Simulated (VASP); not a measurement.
Data:

```
CELL_PARAMETERS angstrom
     -1.64206     1.63416     3.98429
      1.64206    -1.63416     3.98429
      1.64206     1.63416    -3.98429
ATOMIC_POSITIONS crystal
  Si 0.66500 0.66500 0.00000
  Si 0.33500 0.33500 0.00000
  Mo 0.00000 0.00894 0.00894
```

These are PBE GGA, VASP's PBE PAW potentials (set 64) (plane waves; VASP) values and carry that method's errors. Run with 400 eV cut-off, 7×7×7 Monkhorst-Pack mesh, first-order Methfessel-Paxton smearing of 0.10 eV, potentials Si Mo_sv.

Problem. Which forces act on the atoms, in eV/Å?

Solution. 
```tsv
atom	Fx	Fy	Fz
Si1	0.108	0.000	-0.109
Si2	0.108	0.000	0.109
Mo3	-0.217	0.000	0.000
```

Problem. Give the stress tensor in GPa (positive for a compressed cell).

Solution. 
```
-9.95   0.00   0.00
 0.00  -8.94   0.00
 0.00   0.00  -8.58
```
The pressure is its mean diagonal, -9.16 GPa.

The compound is MoSi2 in the MoSi2 type structure. The cell was not relaxed at this level. The k-mesh is coarse (spacing up to 0.39 per Å, 2π included), so the numbers may not be converged in it. The run is one of a series of settings (KPOINTS 7×7×7 Monkhorst-Pack mesh against the base run), some of them coarse on purpose.
